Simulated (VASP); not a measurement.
# NaPt2I (P-3m1) in VASP: reference runs

Reference runs on NaPt2I: the cell as given.

Program: VASP 6.6.1. These are calculated values, not measurements. Logs are shortened: lines on timing, memory, paths and dates and some standing lists are left out, and cuts for length are marked.

**1. Starting point**

Symmetry: P-3m1, No. 164, trigonal system. Conventional cell: a = 3.758 Å, b = 3.758 Å, c = 6.869 Å, α = 90.00°, β = 90.00°, γ = 120.00°. Na (site symmetry -3m) has 6 Pt at 2.84 Å as nearest neighbours. Around Pt (site symmetry 3m) lie 3 I at 2.70 Å and 3 Na at 2.84 Å. I (site symmetry -3m) has 6 Pt at 2.70 Å as nearest neighbours.

The cell was built by a generator and needn't be a form met in nature.

**2. Single point, PBE**

INCAR

```
  PREC = Accurate
  ENCUT = 520
  EDIFF = 1E-7
  ISMEAR = -1
  SIGMA = 0.05
  LREAL = F
  LASPH = T
  NELM = 100
  ALGO = Normal
  ISIF = 2
  LWAVE = F
  LCHARG = F
  GGA = PE
  NBANDS = 25
```

KPOINTS

```
regular mesh
0
Gamma
  8 8 4
```

POSCAR

```
NaPt2I
1.0
    3.7582914000      0.0000000000      0.0000000000
   -1.8791457000      3.2547758200      0.0000000000
    0.0000000000      0.0000000000      6.8686623400
Na Pt I
1 2 1
Direct
    0.0000000000      0.0000000000      0.5000000000
    0.3333333300      0.6666666700      0.2332690100
    0.6666666700      0.3333333300      0.7667309900
    0.0000000000      0.0000000000      0.0000000000
```

Potentials or basis: VASP PAW PBE potentials, release 64 (Na_pv, Pt, I).

The run is started by

```sh
$ cat potpaw_PBE.64/Na_pv/POTCAR potpaw_PBE.64/Pt/POTCAR potpaw_PBE.64/I/POTCAR > POTCAR
$ mpirun -np 1 vasp_std > vasp.out
```

OUTCAR:

```text
PREC = Accurate
   ENCUT = 520
   EDIFF = 1E-7
   ISMEAR = -1
   LREAL = F
   LASPH = T
   NELM = 100
   ISIF = 2
   GGA = PE

 ion  position               nearest neighbor table
   1  0.000  0.000  0.500-   2 2.84   3 2.84   2 2.84   3 2.84   3 2.84   2 2.84
   2  0.333  0.667  0.233-   4 2.70   4 2.70   4 2.70   1 2.84   1 2.84   1 2.84
   3  0.667  0.333  0.767-   4 2.70   4 2.70   4 2.70   1 2.84   1 2.84   1 2.84
   4  0.000  0.000  0.000-   2 2.70   3 2.70   2 2.70   3 2.70   3 2.70   2 2.70

  LATTYP: Found a hexagonal cell.
 ALAT       =     3.7582914000
 C/A-ratio  =     1.8276023887

  Lattice vectors:

 A1 = (   3.7582914000,   0.0000000000,   0.0000000000)
 A2 = (  -1.8791457000,   3.2547758200,   0.0000000000)
 A3 = (   0.0000000000,   0.0000000000,   6.8686623400)

Analysis of symmetry for initial positions (statically):
=====================================================================
 Subroutine PRICEL returns:
 Original cell was already a primitive cell.

 Routine SETGRP: Setting up the symmetry group for a
 hexagonal supercell.

 Subroutine GETGRP returns: Found 12 space group operations
 (whereof 12 operations were pure point group operations)
 out of a pool of 24 trial point group operations.

The static configuration has the point symmetry D_3d.

Analysis of symmetry for dynamics (positions and initial velocities):
=====================================================================
 Subroutine PRICEL returns:
 Original cell was already a primitive cell.

 Routine SETGRP: Setting up the symmetry group for a
 hexagonal supercell.

 Subroutine GETGRP returns: Found 12 space group operations
 (whereof 12 operations were pure point group operations)
 out of a pool of 24 trial point group operations.

The dynamic configuration has the point symmetry D_3d.

 Subroutine INISYM returns: Found 12 space group operations
 (whereof 12 operations are pure point group operations),
 and found     1 'primitive' translations

----------------------------------------------------------------------------------------

                                     Primitive cell

  volume of cell :      84.0202

  direct lattice vectors                    reciprocal lattice vectors
     3.758291400  0.000000000  0.000000000     0.266078357  0.153620411  0.000000000
    -1.879145700  3.254775820  0.000000000     0.000000000  0.307240823  0.000000000
     0.000000000  0.000000000  6.868662340     0.000000000  0.000000000  0.145588755

  length of vectors
     3.758291400  3.758291394  6.868662340     0.307240822  0.307240823  0.145588755

  position of ions in fractional coordinates (direct lattice)
     0.000000000  0.000000000  0.500000000
     0.333333330  0.666666670  0.233269010
     0.666666670  0.333333330  0.766730990
     0.000000000  0.000000000  0.000000000

  ion indices of the primitive-cell ions
   primitive index   ion index
                 1           1
                 2           2
                 3           3
                 4           4

----------------------------------------------------------------------------------------

 KPOINTS: regular mesh

Automatic generation of k-mesh.
 Grid dimensions read from file:
 generate k-points for:    8    8    4

 Generating k-lattice:

  Cartesian coordinates                     Fractional coordinates (reciprocal lattice)
     0.033259795  0.019202551  0.000000000     0.125000000  0.000000000  0.000000000
     0.000000000  0.038405103  0.000000000     0.000000000  0.125000000  0.000000000
     0.000000000  0.000000000  0.036397189     0.000000000  0.000000000  0.250000000

  Length of vectors
     0.038405103  0.038405103  0.036397189

  Shift w.r.t. Gamma in fractional coordinates (k-lattice)
     0.000000000  0.000000000  0.000000000

 Subroutine IBZKPT returns following result:
 ===========================================

 Found     35 irreducible k-points:

 Following reciprocal coordinates:
            Coordinates               Weight
  0.000000  0.000000  0.000000      1.000000
  0.125000 -0.000000  0.000000      6.000000
  0.250000 -0.000000  0.000000      6.000000
  0.375000  0.000000  0.000000      6.000000
  0.500000 -0.000000  0.000000      3.000000
  0.125000  0.125000  0.000000      6.000000
[... 16 lines left out ...]
 -0.125000  0.500000  0.250000     12.000000
  0.250000  0.250000  0.250000     12.000000
 [... further k-points ...]
   k-points           NKPTS =     35   k-points in BZ     NKDIM =     35   number of bands    NBANDS=     25
   number of dos      NEDOS =    301   number of ions     NIONS =      4
   total plane-waves  NPLWV =  42336
   dimension x,y,z NGX =    28 NGY =   28 NGZ =   54
   dimension x,y,z NGXF=    56 NGYF=   56 NGZF=  108
   ions per type =               1   2   1
   NGX,Y,Z   is equivalent  to a cutoff of  12.39, 12.39, 13.07 a.u.
   NGXF,Y,Z  is equivalent  to a cutoff of  24.77, 24.77, 26.14 a.u.
 SYSTEM =  unknown system
   PREC   = accura    normal or accurate (medium, high low for compatibility)
   ISTART =      0    job   : 0-new  1-cont  2-samecut
   ICHARG =      2    charge: 1-file 2-atom 10-const
   ISPIN  =      1    spin polarized calculation?
   LNONCOLLINEAR =      F non collinear calculations
   LSORBIT =      F    spin-orbit coupling
   LASPH  =      T    aspherical Exc in radial PAW
   ENCUT  =  520.0 eV  38.22 Ry    6.18 a.u.   6.99  6.99 12.77*2*pi/ulx,y,z
   NELM   =    100;   NELMIN=  2; NELMDL= -5     # of ELM steps
   EDIFF  = 0.1E-06   stopping-criterion for ELM
   LREAL  =      F    real-space projection
   EDIFFG = 0.1E-05   stopping-criterion for IOM
   NSW    =      0    number of steps for IOM
   IBRION =     -1    ionic relax: 0-MD 1-quasi-New 2-CG
   NFREE  =      0    steps in history (QN), initial steepest desc. (CG)
   ISIF   =      2    stress and relaxation
   ISYM   =      2    0-nonsym 1-usesym 2-fastsym
   POTIM  = 0.5000    time-step for ionic-motion
   TEBEG  =    0.0;   TEEND  =   0.0 temperature during run
   PSTRESS=    0.0 pullay stress
   NELECT =      34.0000    total number of electrons
   NUPDOWN=      -1.0000    fix difference up-down
   EMIN   =  10.00;   EMAX   =-10.00  energy-range for DOS
   EFERMI =   0.00;   METHOD = LEGACY
   ISMEAR =    -1;   SIGMA  =   0.05  broadening in eV -4-tet -1-fermi 0-gaus
   EFERMI_NEDOS =   21; number of points for ismear=-14 and -15
   IALGO  =     38    algorithm
   IMIX   =      4    mixing-type and parameters
     AMIX     =   0.40;   BMIX     =  1.00
     AMIX_MAG =   1.60;   BMIX_MAG =  1.00
  volume/ion in A,a.u.               =      21.01       141.75
  Fermi-wavevector in a.u.,A,eV,Ry     =   1.210895  2.288260 19.949777  1.466267
  Thomas-Fermi vector in A             =   2.346428
   LORBIT       =      0    0 simple, 1 ext, 2 COOP (PROOUT), +10 PAW based schemes
   GGA     = PE    functional components
   LHFCALC =     F    Hartree Fock is set to
   AEXX    =    0.0000 exact exchange contribution
   IVDW    =     0    specifies the selected vdW correction
   LEPSILON=     F    determine dielectric tensor
   LRPA    =     F    only Hartree local field effects (RPA)
 non-spin polarized calculation
  energy-cutoff  :      520.00
  volume of cell :       84.02
 maximum number of plane-waves:      2287
   NGX = 13   NGY = 13   NGZ = 25

 number of electron      33.9999995 magnetization

 Free energy of the ion-electron system (eV)
  ---------------------------------------------------
  ext. energy  EPLUGINS =         0.00000000
  ---------------------------------------------------
  free energy    TOTEN  =       -12.72029655 eV

  energy without entropy =      -12.70050944  energy(sigma->0) =      -12.71040299

 E-fermi :   6.9005     XC(G=0): -10.5655

 val. band max:        6.8932488603   @ k =   0.5000  -0.0000   0.2500
 cond. band min:       6.9323630338   @ k =   0.3750   0.1250   0.5000
 fundamental gap:      0.0391141735
 Fermi energy:         6.9005423868

 k-point     1 :       0.0000    0.0000    0.0000
  band No.  band energies     occupation
      1     -16.2966      2.00000
      2     -16.2419      2.00000
      3     -16.2419      2.00000
      4      -9.0141      2.00000
      5      -0.5913      2.00000
      6       1.8205      2.00000
[... 17 lines left out ...]
     24      15.7724      0.00000
     25      16.6042      0.00000

 k-point     2 :       0.1250   -0.0000    0.0000
  band No.  band energies     occupation
      1     -16.2959      2.00000
      2     -16.2466      2.00000
      3     -16.2430      2.00000
      4      -8.8991      2.00000
      5      -0.4173      2.00000
      6       1.2698      2.00000
[... 17 lines left out ...]
     24      15.3175      0.00000
     25      16.2306      0.00000

 k-point     3 :       0.2500   -0.0000    0.0000
  band No.  band energies     occupation
      1     -16.2941      2.00000
      2     -16.2578      2.00000
      3     -16.2457      2.00000
      4      -8.5978      2.00000
      5      -0.0019      2.00000
      6       0.2664      2.00000
[... 17 lines left out ...]
     24      14.7426      0.00000
     25      15.1387      0.00000

 k-point     4 :       0.3750    0.0000    0.0000
  band No.  band energies     occupation
      1     -16.2923      2.00000
      2     -16.2690      2.00000
      3     -16.2484      2.00000
      4      -8.2531      2.00000
      5      -0.6665      2.00000
      6       0.4471      2.00000
[... 17 lines left out ...]
     24      15.3679      0.00000
     25      15.5722      0.00000
[... 477 lines left out ...]
 k-point    22 :       0.3750    0.1250    0.2500
  band No.  band energies     occupation
      1     -16.2917      2.00000
      2     -16.2710      2.00000
      3     -16.2520      2.00000
      4      -8.0969      2.00000
      5      -0.8260      2.00000
      6       0.5864      2.00000
[... 17 lines left out ...]
     24      14.4543      0.00000
     25      15.2448      0.00000

 k-point    23 :      -0.1250    0.5000    0.2500
  band No.  band energies     occupation
      1     -16.2917      2.00000
      2     -16.2710      2.00000
      3     -16.2520      2.00000
      4      -8.0971      2.00000
      5      -0.8102      2.00000
      6       0.5929      2.00000
[... 17 lines left out ...]
     24      14.3912      0.00000
     25      15.1834      0.00000

 k-point    24 :       0.2500    0.2500    0.2500
  band No.  band energies     occupation
      1     -16.2917      2.00000
      2     -16.2675      2.00000
      3     -16.2555      2.00000
      4      -8.1023      2.00000
      5      -0.5011      2.00000
      6       0.5074      2.00000
[... 17 lines left out ...]
     24      14.2295      0.00000
     25      15.1190      0.00000

 [... further k-points ...]

------------------------ aborting loop because EDIFF is reached ----------------------------------------

  FORCE on cell =-STRESS in cart. coord.  units (eV):
  Direction    XX          YY          ZZ          XY          YZ          ZX
  --------------------------------------------------------------------------------------
  -------------------------------------------------------------------------------------
  Total        3.3041073      3.3041073      3.7194002      0.0000000     -0.0000000      0.0000000
  in kB       63.0058726     63.0058723     70.9250729      0.0000000     -0.0000000      0.0000000
  external PRESSURE =      65.6456059 kB  Pullay stress =       0.0000000 kB

 VOLUME and BASIS-vectors are now :
 -----------------------------------------------------------------------------
  energy-cutoff  :      520.00
  volume of cell :       84.02
      direct lattice vectors                 reciprocal lattice vectors
     3.758291400  0.000000000  0.000000000     0.266078357  0.153620411  0.000000000
    -1.879145700  3.254775820  0.000000000     0.000000000  0.307240823  0.000000000
     0.000000000  0.000000000  6.868662340     0.000000000  0.000000000  0.145588755

 POSITION                                       TOTAL-FORCE (eV/Angst)
 -----------------------------------------------------------------------------------
      0.00000      0.00000      3.43433         0.000000      0.000000      0.000000
     -0.00000      2.16985      1.60225        -0.000000      0.000000      0.087366
      1.87915      1.08493      5.26642         0.000000     -0.000000     -0.087366
      0.00000      0.00000      0.00000         0.000000      0.000000      0.000000
 -----------------------------------------------------------------------------------
    total drift:                                0.000000     -0.000000      0.000000

  FREE ENERGIE OF THE ION-ELECTRON SYSTEM (eV)
  ---------------------------------------------------
  free  energy   TOTEN  =       -12.7202965476 eV

  energy  without entropy=      -12.7005094354  energy(sigma->0) =      -12.71040299
```

Run time: 26 s. Hardware: 1 thread of Intel Xeon 6975P-C (Granite Rapids), shared host; peak memory 0.23 GiB.

Results:

| Item | Value |
| --- | --- |
| Free energy | -12.7203 eV |
| Pressure | 6.6 GPa |
| Largest force | 0.087 eV/Å |
| Band gap on the k mesh | none (metal or under the smearing width) |

Forces in eV/Å, atoms in the order of the input:
```
Na   0.000  0.000  0.000
Pt   0.000  0.000  0.087
Pt   0.000  0.000 -0.087
I    0.000  0.000  0.000
```
